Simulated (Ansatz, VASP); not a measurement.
# Cross-check of W (W strained to the junction's net) between VASP and Ansatz

Wanted: the spread between two codes on one cell, functional and k mesh. The structure shown is the end of the Ansatz relaxation below.

Main program and level: Ansatz 0.2.0; plane waves, with VASP 6.6.1 beside it; single point at PBE.

### Step 1. The starting structure

It takes space group I4/mmm (No. 139, tetragonal). Conventional cell: a = 3.203 Å, b = 3.203 Å, c = 3.170 Å, α = 90.00°, β = 90.00°, γ = 90.00°. Nearest to W lie 8 W at 2.76 Å.

Structure file:

```cif
data_structure
_symmetry_space_group_name_H-M 'I4/mmm'
_symmetry_Int_Tables_number 139
_cell_length_a 3.2030
_cell_length_b 3.2030
_cell_length_c 3.1703
_cell_angle_alpha 90.000
_cell_angle_beta 90.000
_cell_angle_gamma 90.000
_cell_volume 32.52
loop_
_atom_site_label
_atom_site_type_symbol
_atom_site_symmetry_multiplicity
_atom_site_Wyckoff_symbol
_atom_site_fract_x
_atom_site_fract_y
_atom_site_fract_z
_atom_site_occupancy
W1 W 2 a 0.00000 0.00000 0.00000 1
```

### Step 2. Ansatz: relaxation, PBE

Ansatz runs on its default PAW (the set named soft_2) files.

This run makes the geometry at which the two programs are then compared.

input.yaml

```yaml
crystal:
  lattice:
    - [3.203, 0.0, 0.0]
    - [0.0, 3.203, 0.0]
    - [0.0, 0.0, 3.1469]
  atoms:
    - { symbol: W, position: [0.0, 0.0, 0.0] }
    - { symbol: W, position: [0.5, 0.5, 0.5] }
kpoints:
  mp_grid: { grid: [10, 10, 10] }
scf:
  occupations: { method: fermi_dirac, width: 0.1 }
  max_iter: 150
hamiltonian:
  xc: pbe
relax:
  f_tol: 0.01
  max_steps: 40
  cell: { fix: [a, b, angles] }
```

On the command line:

```
$ ansatz run input.yaml --threads 8 --pin off --max-ram 24576MiB --backend cpu --events-out ev --progress --plain --runs-dir out
```

Numbers of over 12 decimals in the logs are rounded to 6 here.

What it wrote:

```text
Engine: ansatz 0.2.0, x86_64-unknown-linux-gnu
Pseudopotentials: kind: paw
Pseudopotential: W, paw, valence charge 14, recommended cutoff 420 eV (normal), W.paw.azcp
Functional definition: PBE
  parameter kappa = 0.804
  parameter beta = 0.066725
  exchange = pbe_x(kappa = kappa, mu = beta*pi^2/3)
  correlation = pbe_c(beta = beta)
Crystal: 2 atoms, lattice volume = 32.285 Å³
Basis set: ecut = 420 eV, 619 PW (Γ), exchange–correlation on 48×48×48 points (8 copies of the dense FFT grid, shifted against one another)
Bands: 18, of which v1, the nominal top of the filled ones, is band 14 counted from 1 (13 counted from 0)
Symmetry: 32 space group operations
Space group: I4/mmm (ITA 139), of the structure as read, at distance tolerance 3.2e-5 Å
k-points: 126 of 1000
Non-local potential: W, projectors of the file, l = 0: 3, l = 1: 2, l = 2: 2, l = 3: 1
PAW form: soft (Blöchl's): semilocal exchange-correlation on the pseudo side does not see the compensation charge
PAW one-centre angular grid: W, 590 points (default); XC on 64 Gauss nodes
Initial density: superposition of atomic densities (neutral atoms: chi_scale 0, normalization atom), corrected by the library's trained network
Initial wavefunctions: pseudopotential atomic-orbital guess
Functional: x = pbe(κ = 0.804, μ = 0.219515), c = pbe(β = 0.066725)
SCF iter   1: F=—  HF=-20769.656335 eV  |F-HF|=—  |Δ(HF+E_count)|=         —  Δρ=1.79e-3  dr2=3.79e-4  ethr=1.77e-3  ⟨swp⟩=5.0  Hψ=9337  notcnv=0
preconditioner: auto → none  [metal: Δε(μ)=0.019 eV  Ē_g=5.526 eV  σ=0.100 eV  W_gap=0.05  n_scr=6 (ndim 8)  ℏωp=22.6 eV  f_vac=0.000  D(μ)=0.84/eV (n_scr^D=6)  sad-step TF]
SCF iter   2: F=—  HF=-20769.657185 eV  |F-HF|=—  |Δ(HF+E_count)|=   8.50e-4  Δρ=1.09e-3  dr2=1.55e-4  ethr=1.35e-6  ⟨swp⟩=2.3  Hψ=4961  notcnv=0
SCF iter   3: F=—  HF=-20769.657243 eV  |F-HF|=—  |Δ(HF+E_count)|=   5.84e-5  Δρ=2.67e-4  dr2=1.30e-5  ethr=5.52e-7  ⟨swp⟩=2.0  Hψ=3794  notcnv=0
SCF iter   4: F=—  HF=-20769.657234 eV  |F-HF|=—  |Δ(HF+E_count)|=   9.45e-6  Δρ=1.11e-4  dr2=1.71e-6  ethr=4.64e-8  ⟨swp⟩=3.0  Hψ=4113  notcnv=0
iter 5 did not close the SCF: its close was put off for the readings that it lacked (scf_convergence_deferred on its scf_iter line)
SCF iter   5: F=-20769.657233 eV  HF=-20769.657233 eV  |F-HF|=2.62e-9  |Δ(HF+E_count)|=   4.57e-7  Δρ=6.50e-6  dr2=5.22e-9  ethr=6.11e-9  ⟨swp⟩=2.1  Hψ=3829  notcnv=0
SCF iter   6: F=-20769.657233 eV  HF=-20769.657233 eV  |F-HF|=1.22e-9  |Δ(HF+E_count)|=  4.84e-10  Δρ=3.47e-6  dr2=1.62e-9  ethr=1.87e-11  ⟨swp⟩=1.9  Hψ=7040  notcnv=0
SCF 1 converged in 6 iterations: F = -20769.657233 eV  dr2 = 1.62e-9
  greatest PAW one-centre occupation: 1.000 electrons in one spin orbital (limit 2), on the W atom at site 1 (counted from 0), in its partial waves of l = 0
relax step   1: F+E_penalty+E_count = -20769.65723311 eV  Δ(F+E_penalty+E_count) = +0.000e0 eV  max|allowed force component| = 6.074e-29 eV/Å  Δτ_max = 0.0000 Å  P = -0.038 GPa  Ω = 32.285 Å³  fix = [a, b, alpha, beta, gamma]  reactions: a -2.046, b -2.046 GPa  (6 SCF iters, dr2 threshold 1.00e-7 eV, accepted)
[...]
relax step   2: F+E_penalty+E_count = -20769.63054059 eV  Δ(F+E_penalty+E_count) = +2.669e-2 eV  max|allowed force component| = 3.550e-29 eV/Å  Δτ_max = 0.0000 Å  P = -8.902 GPa  Ω = 33.304 Å³  energy of the carried Pulay correction = -4.605e-4 eV  fix = [a, b, alpha, beta, gamma]  (6 SCF iters, dr2 threshold 2.00e-7 eV, rejected (line search))
[...]
relax step   3: F+E_penalty+E_count = -20769.66004642 eV  Δ(F+E_penalty+E_count) = -2.813e-3 eV  max|allowed force component| = 6.666e-29 eV/Å  Δτ_max = 0.0000 Å  P = -2.470 GPa  Ω = 32.544 Å³  energy of the carried Pulay correction = -1.186e-4 eV  fix = [a, b, alpha, beta, gamma]  reactions: a -3.544, b -3.544 GPa  (6 SCF iters, accepted)
[...]
relax step   4: F+E_penalty+E_count = -20769.66007516 eV  Δ(F+E_penalty+E_count) = -2.874e-5 eV  max|allowed force component| = 5.916e-30 eV/Å  Δτ_max = 0.0000 Å  P = -2.292 GPa  Ω = 32.525 Å³  energy of the carried Pulay correction = -1.097e-4 eV  fix = [a, b, alpha, beta, gamma]  reactions: a -3.435, b -3.435 GPa  (6 SCF iters, dr2 threshold 2.00e-7 eV, accepted)
[...]
relax step   5: F+E_penalty+E_count = -20769.66019224 eV  Δ(F+E_penalty+E_count) = -1.171e-4 eV  max|allowed force component| = 3.510e-29 eV/Å  Δτ_max = 0.0000 Å  P = -2.293 GPa  Ω = 32.525 Å³  fix = [a, b, alpha, beta, gamma]  reactions: a -3.436, b -3.436 GPa  stress off target by 6.62e-3 GPa on what of the cell is left free  SCF on the basis re-selected at this cell (its energy is not comparable with the rows above)  (8 SCF iters)
basis re-selected at this cell: Δ(F+E_penalty+E_count) = -1.171e-4 eV, ΔP = -0.001 GPa vs the last step (what re-selecting the basis moved, of the pressure what is left beyond the Pulay correction that the steps carried, after the strain that the cell walked since its last selection, with what the two solves' SCF thresholds leave and, on support functions, any second-order correction that the steps lacked; it is no m [...]
SCF converged after 8 iterations
Free energy (F): -20769.660192 eV
Harris-Foulkes:  -20769.660192 eV  (|F-HF|=3.64e-12)
Internal energy: -20769.632128 eV  (E = F + TS)
E sigma→0 (E₀):  -20769.646160 eV
Entropy (-TS):   -0.028064 eV (-14.032 meV/atom)
Fermi energy:    21.960643 eV
--- Per-component energies (eV) ---
  E_band       = -180.396274
  E_kinetic    = 898.192054
  E_local      = -1232.487155  (includes V_loc(G=0)·N_el)
  E_nonlocal   = 0.432726
  E_hartree    = 440.014456
  E_xc         = -533.386756
  E_vxc        = -476.921715  (∫ρ·V_xc dr)
  E_paw        = -17124.697751  (= ΣΔE_a)
  E_vpaw       = -249.640971  (= ΣTr[D̂ρ^β])
  E_aug_tail   = -0.000125  (compensation charges beyond the density's cutoff)
  E_ewald      = -3217.699577
  E_smearing   = -0.028064  (= −TS)
  E_closure    = 0.000000  (closes the sum)
  Σ components = -20769.660192   (vs F -20769.660192, Δ=0.00e0)
--- Forces (eV/Å), atoms counted from 1 ---
  atom   1  W     -0.00000000    -0.00000000     0.00000000
  atom   2  W     -0.00000000    -0.00000000    -0.00000000
  max |Σ_I F_I| component: 1.70e-28 eV/Å
--- Stress (GPa, compression-positive) ---
       -3.435757      -0.000000       0.000000
        0.000000      -3.435757       0.000000
        0.000000       0.000000      -0.006621
  P = ⅓ Tr σ = -2.2927 GPa (-22.927 kbar)
--- Relaxed structure (4 steps of the walk, 3 accepted, 1 SCFs on fresh bases) ---
  F+E_penalty+E_count = -20769.66019224 eV   max|allowed force component| = 3.510e-29 eV/Å   (the final SCF, on the basis selected at the relaxed cell)
  cell:  # Å, volume = 32.5248 Å³
    - [3.203, 0, 0.0]
    - [0, 3.203, 0.0]
    - [0.0, 0.0, 3.170300]
  atoms:
    - { symbol: W, position: [0.0, 0.0, 0.0] }
    - { symbol: W, position: [0.500000, 0.500000, 0.5] }
```

### Step 3. VASP: single point, PBE

The same cell, functional, mesh and smearing now go to VASP, with its own data sets.

Lines of VASP's logs that name or quote its potential files are left out, and so is its time.

INCAR

```
SYSTEM = W
PREC = Accurate
ENCUT = 600
EDIFF = 1E-06
NELM = 120
ISMEAR = -1
SIGMA = 0.1
LREAL = .FALSE.
ALGO = Normal
GGA = PE
NBANDS = 12
LASPH = .TRUE.
LORBIT = 11
LWAVE = .FALSE.
LCHARG = .FALSE.
ISIF = 2
GGA_COMPAT = .FALSE.
```

POSCAR

```
W
1.0
    3.2030000000      0.0000000000      0.0000000000
    0.0000000000      3.2030000000      0.0000000000
    0.0000000000      0.0000000000      3.1703000353
W
2
Direct
    0.0000000000      0.0000000000      0.0000000000
    0.5000000000      0.5000000000      0.5000000000
```

KPOINTS

```
Automatic mesh
0
Gamma
10 10 10
0 0 0
```

PAW data sets: W (PBE family, release 64).

On the command line:

```
$ mpirun -np 1 vasp_std
```

What it wrote:

```text
[banner, memory and clock lines left out]
running    1 mpi-ranks, on    1 nodes
 distrk:  each k-point on    1 cores,    1 groups
 distr:  one band on    1 cores,    1 groups

 POSCAR found type information on POSCAR W
 POSCAR found :  1 types and       2 ions
 LDA part: xc-table for (Slater+PW92), standard interpolation
 POSCAR, INCAR and KPOINTS ok, starting setup
 FFT: planning ... GRIDC
 FFT: planning ... GRID_SOFT
 FFT: planning ... GRID
 WAVECAR not read
 entering main loop
       N       E                     dE             d eps       ncg     rms          rms(c)
DAV:   1     0.384759112778E+02    0.38476E+02   -0.59367E+03  3024   0.994E+02
DAV:   2    -0.241143361825E+02   -0.62590E+02   -0.57465E+02  3548   0.238E+02
DAV:   3    -0.273896447508E+02   -0.32753E+01   -0.31042E+01  3828   0.439E+01
DAV:   4    -0.274422801479E+02   -0.52635E-01   -0.52427E-01  3280   0.557E+00
DAV:   5    -0.274426677686E+02   -0.38762E-03   -0.38754E-03  3664   0.449E-01    0.275E+01
DAV:   6    -0.264405608491E+02    0.10021E+01   -0.74621E-01  3320   0.609E+00    0.135E+01
DAV:   7    -0.260523286713E+02    0.38823E+00   -0.85196E-01  3544   0.647E+00    0.586E-01
DAV:   8    -0.260492335841E+02    0.30951E-02   -0.62026E-03  3192   0.561E-01    0.183E-01
DAV:   9    -0.260489556242E+02    0.27796E-03   -0.45065E-04  3684   0.137E-01    0.224E-02
DAV:  10    -0.260489609780E+02   -0.53538E-05   -0.85528E-06  3424   0.311E-02    0.187E-02
DAV:  11    -0.260489583172E+02    0.26608E-05   -0.14992E-06  1916   0.808E-03    0.730E-04
DAV:  12    -0.260489584381E+02   -0.12090E-06   -0.11090E-07  1652   0.312E-03
   1 F= -.26048958E+02 E0= -.26035027E+02  d E =-.278635E-01
```

From OUTCAR (step 3):

```text
ion  position               nearest neighbor table
   1  0.000  0.000  0.000-   2 2.76   2 2.76   2 2.76   2 2.76   2 2.76   2 2.76   2 2.76   2 2.76

  LATTYP: Found a simple tetragonal cell.
 ALAT       =     3.2030000000
 C/A-ratio  =     0.9897908321

 Subroutine GETGRP returns: Found 16 space group operations
 (whereof 16 operations were pure point group operations)

The static configuration has the point symmetry D_4h.

 Found    126 irreducible k-points:

   k-points           NKPTS =    126   k-points in BZ     NKDIM =    126   number of bands    NBANDS=     12

   dimension x,y,z NGX =    28 NGY =   28 NGZ =   28
   dimension x,y,z NGXF=    56 NGYF=   56 NGZF=   56

   ENCUT  =  600.0 eV  44.10 Ry    6.64 a.u.   6.40  6.40  6.33*2*pi/ulx,y,z

   NELECT =      12.0000    total number of electrons

 k-points in reciprocal lattice and weights: Automatic mesh
   0.00000000  0.00000000  0.00000000       0.001
   0.10000000  0.00000000  0.00000000       0.004
   0.20000000  0.00000000  0.00000000       0.004
   0.30000000  0.00000000  0.00000000       0.004
   0.40000000  0.00000000  0.00000000       0.004
   0.50000000  0.00000000  0.00000000       0.002
   0.10000000  0.10000000  0.00000000       0.004
   0.20000000  0.10000000  0.00000000       0.008
   0.30000000  0.10000000  0.00000000       0.008
[...]
0.50000000  0.40000000  0.50000000       0.004
   0.50000000  0.50000000  0.50000000       0.001

 average (electrostatic) potential at core
       1 -38.2713       2 -38.2713

 E-fermi :   7.5202

 k-point     1 :       0.0000    0.0000    0.0000
  band No.  band energies     occupation
    ...
      2       1.9054      2.00000
      3       1.9332      2.00000
      4       6.2388      1.99999
      5       6.3712      1.99998
      6       6.3712      1.99998
      7       9.6095      0.00000
      8       9.7857      0.00000
      9      12.4473      0.00000
     10      12.4473      0.00000
     11      12.4891      0.00000
    ...

 k-point     2 :       0.1000    0.0000    0.0000
  band No.  band energies     occupation
    ...
      2       2.0465      2.00000
      3       2.0923      2.00000
      4       6.2218      2.00000
      5       6.3526      1.99998
      6       6.4794      1.99994
      7       9.3001      0.00000
      8       9.8672      0.00000
      9      11.5556      0.00000
     10      11.5750      0.00000
     11      12.2261      0.00000
    ...

 k-point     3 :       0.2000    0.0000    0.0000
  band No.  band energies     occupation
    ...
      2       2.4144      2.00000
      3       2.5471      2.00000
      4       6.2059      2.00000
      5       6.3321      1.99999
      6       6.8003      1.99851
      7       8.4153      0.00026
      8      10.0920      0.00000
      9      10.1515      0.00000
     10      10.1727      0.00000
     11      11.6212      0.00000
    ...

  Total       -1.3865929     -1.3865929     -0.6870551      0.0000000     -0.0000000      0.0000000
  in kB      -68.3038682    -68.3038682    -33.8444868      0.0000000     -0.0000000      0.0000000
  external PRESSURE =     -56.8174077 kB  Pullay stress =       0.0000000 kB

  energy-cutoff  :      600.00
  volume of cell :       32.52
      direct lattice vectors                 reciprocal lattice vectors
     3.203000000  0.000000000  0.000000000     0.312207306  0.000000000  0.000000000
     0.000000000  3.203000000  0.000000000     0.000000000  0.312207306  0.000000000
     0.000000000  0.000000000  3.170300035     0.000000000  0.000000000  0.315427559

 POSITION                                       TOTAL-FORCE (eV/Angst)
 -----------------------------------------------------------------------------------
      0.00000      0.00000      0.00000        -0.000000     -0.000000     -0.000000
      1.60150      1.60150      1.58515         0.000000      0.000000      0.000000
 -----------------------------------------------------------------------------------
    total drift:                               -0.000000      0.000000      0.000000

  FREE ENERGIE OF THE ION-ELECTRON SYSTEM (eV)
  ---------------------------------------------------
  free  energy   TOTEN  =       -26.0489584381 eV

  energy  without entropy=      -26.0210949092  energy(sigma->0) =      -26.03502667

 total charge
# of ion       s       p       d       tot
------------------------------------------
    1        0.664   0.701   4.095   5.460
    2        0.664   0.701   4.095   5.460
--------------------------------------------------
tot          1.328   1.401   8.191  10.920

[... 3 further parts left out ...]
```

The data set W keeps the semicore shell frozen, which is cheaper and a little less accurate.

### Step 4. Side by side

Known differences besides the potentials themselves: the data sets hold 28 valence electrons in Ansatz (on its default PAW (the set named soft_2) files) and 12 in VASP; the cutoff is 420 eV in Ansatz and 600 eV in VASP; Ansatz's pressure holds a Pulay correction, VASP's none. Total energies have different zeros and are not compared.

Compared:

| quantity | Ansatz | VASP | difference |
| --- | --- | --- | --- |
| pressure (GPa) | -2.29 | -5.68 | +3.39 |

### Step 5. What came out

| Property | Result |
| --- | --- |
| difference in pressure (single point, PBE) | 3.4 GPa |

What this shows: The difference in pressure is 3.4 GPa (single point, PBE), beyond the 1 GPa picked in this series as the mark of a large difference. The data sets hold unlike numbers of valence electrons (28 in Ansatz and 12 in VASP), so part of the differences comes from the potentials. What causes the difference of the single point, PBE pair stays open here. How closely two codes agree says nothing of how well the functional describes the real material.

[Lines on the potential files, build, host, timing and source positions are cut from VASP's logs without a mark.]

[Logs are printed without paths, hosts, clocks, repeated set-up lines and the standing remarks that a program may print on its own settings, such as how far it seeks lower states.]

[Hosts, paths, dates, database ids (printed as entryN), source tags and the programs' standing remarks are cut or masked in the printed files.]
